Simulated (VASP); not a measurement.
Input:

```yaml
crystal:
  lattice:
    - [4.77018, 0.00000, 0.00000]
    - [0.00000, 4.77018, 0.00000]
    - [0.00000, 0.00000, 3.21980]
  atoms:
    - { symbol: Sn, position: [0.00000, 0.00000, 0.00000] }
    - { symbol: Sn, position: [0.50000, 0.50000, 0.50000] }
    - { symbol: O, position: [0.30638, 0.30638, 0.00000] }
    - { symbol: O, position: [0.80638, 0.19362, 0.50000] }
    - { symbol: O, position: [0.19362, 0.80638, 0.50000] }
    - { symbol: O, position: [0.69362, 0.69362, 0.00000] }
```

These are PBEsol GGA, VASP's PBE PAW potentials (set 64) (plane waves; VASP) values and carry that method's errors. Run with 520 eV cut-off, 5×5×8 Γ-centred mesh, tetrahedra with Blöchl corrections, potentials Sn_d O.

Unless said otherwise, spin-orbit coupling is left out, though it shifts the bands of the heavy elements here.

### Question
Predict the energy per atom (σ→0), band gap (on the k-mesh) with the smallest direct gap where there is one.

### Answer

band gap (on the k-mesh): 0.88 eV
smallest direct gap (on the k-mesh): 0.88 eV
energy per atom (σ→0): -6.612 eV/atom

The compound is SnO2 in the rutile structure. It was relaxed first.
